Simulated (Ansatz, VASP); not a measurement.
## Be2N: VASP beside Ansatz

```
CELL_PARAMETERS angstrom
1.71414 0.98966 2.18347
-1.71414 0.98966 2.18347
0.00000 -1.97932 2.18347
ATOMIC_POSITIONS crystal
Be 0.75397 0.75397 0.75397
Be 0.24603 0.24603 0.24603
N 0.50000 0.50000 0.50000
```

Alike in both runs: functional PBE; k mesh 6 × 6 × 6; occupations gaussian, width 0.1 eV; no spin polarisation.

Ansatz relaxed the structure, and its values are those at the end. VASP's run is a single point on that final structure, the one shown.

```csv
,VASP,Ansatz
version,VASP 6.6.1,Ansatz 0.2.0
potentials or method,"VASP PAW PBE potentials, release 64 (Be, N)","scalar-relativistic, plane waves, PAW"
plane-wave cutoff (eV),520,420
valence electrons in the cell,9,9
```

|  | VASP | Ansatz | Ansatz less VASP |
| --- | --- | --- | --- |
| gap on the k mesh at the Fermi level (eV) | none | none | - |
| pressure (GPa) | 0.3 | 0.1 | -0.19 |
| rms of the force components (eV/Å) | 0.011 | 0.003 | -0.0079 |

A gap of «none» marks a metal or a gap that the smearing closes.

Caveats: the k mesh is coarse (spacing up to 0.39 Å⁻¹), so the values aren't converged.
